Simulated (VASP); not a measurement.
Energy against volume of CoSi₂ (fluorite). Calculation: r2SCAN meta-GGA, VASP's PBE PAW potentials (set 64) (plane waves; VASP). Settings: 520 eV cut-off, 10×10×10 Γ-centred mesh, first-order Methfessel-Paxton smearing of 0.10 eV, potentials Co Si.

```
V (Å³/atom)  E (eV/atom)
-----------  -----------
11.748         -10.63864
12.123         -10.66277
12.498         -10.67038
12.873         -10.66398
```

Task: Fit these four points and predict the energy of the run at 13.248 Å³/atom.

Result: A cubic in V^(−2/3), the third-order Birch-Murnaghan form, passes through the four points with V0 = 12.50 Å³/atom and B0 = 199 GPa, and gives -10.6457 eV/atom there. The run gave -10.6457 eV/atom, -0.0 meV/atom from the fit; all five points give B0 = 198 GPa.

The compound is CoSi2 in the fluorite structure. It was relaxed first. The run is not spin-polarised, so no magnetic state was tried.
